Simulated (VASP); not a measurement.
## MgAl (space group R-3m): computed properties

The numbers are results of PBEsol GGA, VASP's PBE PAW potentials (set 64) (plane waves; VASP), not measurements.

```json
{
 "space_group": "R-3m (166)",
 "cell": "a = 3.007 Å, b = 3.007 Å, c = 14.633 Å, α = 90.00°, β = 90.00°, γ = 120.00°",
 "volume_per_atom": "19.09 Å³/atom",
 "band gap (over mesh and band path)": "none (metal, semimetal or under 0.01 eV)",
 "density": "2.23 g/cm³"
}
```

```
AlMg
1.0
    1.50335     0.86796     4.87768
   -1.50335     0.86796     4.87768
    0.00000    -1.73592     4.87768
Mg Al
1 1
Direct
  0.50000   0.50000   0.50000
  0.00000   0.00000   0.00000
```

The structure comes from a computed database's MgAl entry (R-3m); how it stands against other phases isn't given here. It was relaxed first. Symmetry was kept, so distortions that lower it aren't found. The electron count is odd and the run is not spin-polarised, which forces a metal.
